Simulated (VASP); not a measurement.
## SiHg3Se: single point with PBE

SiHg3Se:

```
Si Se Hg
1.0
     5.52593    0.00000    0.00000
     0.00000    5.52593    0.00000
     0.00000    0.00000    5.52593
Si Se Hg
1 1 3
Direct
  0.00000 0.00000 0.00000
  0.50000 0.50000 0.50000
  0.50000 0.50000 0.00000
  0.50000 0.00000 0.50000
  0.00000 0.50000 0.50000
```

The cell comes from a database or a generator and needn't be the stable form of this composition.

* Program: VASP 6.6.1
* Task: single point
* Functional: PBE
* Potentials or basis: VASP PAW PBE potentials, release 64 (Si, Se, Hg)
* Cutoff: 520 eV
* k mesh: 4 × 4 × 4
* Occupations: gaussian, width 0.05 eV
* Spin: no spin polarisation
* Dipole correction: no
* Further INCAR settings: ALGO = Fast; EDIFF = 1e-06; NBANDS = 31

| Property | Result |
| --- | --- |
| Pressure | -0.6 GPa |
| Band gap on the k mesh | none (metal or under the smearing width) |

Levels at points of the mesh, in eV from the Fermi level:
| k point | band 19 | band 20 | band 21 | band 22 | band 23 | band 24 | band 25 | band 26 | band 27 | band 28 |
| --- | --- | --- | --- | --- | --- | --- | --- | --- | --- | --- |
| (0.00, 0.00, 0.00) | -3.65 | -3.65 | -2.61 | -2.18 | -2.18 | -0.01 | -0.01 | -0.01 | 5.03 | 5.03 |
| (0.50, 0.00, 0.00) | -3.34 | -3.22 | -3.22 | -2.08 | 0.07 | 0.07 | 1.33 | 2.03 | 3.08 | 3.88 |
| (0.50, 0.50, 0.00) | -4.58 | -2.86 | -2.60 | -0.02 | -0.02 | 0.46 | 1.21 | 2.50 | 2.50 | 3.07 |
| (0.50, 0.50, 0.50) | -4.12 | -4.12 | -1.27 | -1.27 | -1.27 | 2.20 | 2.20 | 2.20 | 3.77 | 3.77 |

Run time: 98 s on 1 thread of Intel(R) Xeon(R) Platinum 8259CL CPU @ 2.50GHz (Skylake/Cascade Lake), with other jobs on the host, peak memory 0.28 GiB.

Spin-orbit coupling is left out, which matters for the levels of Hg.
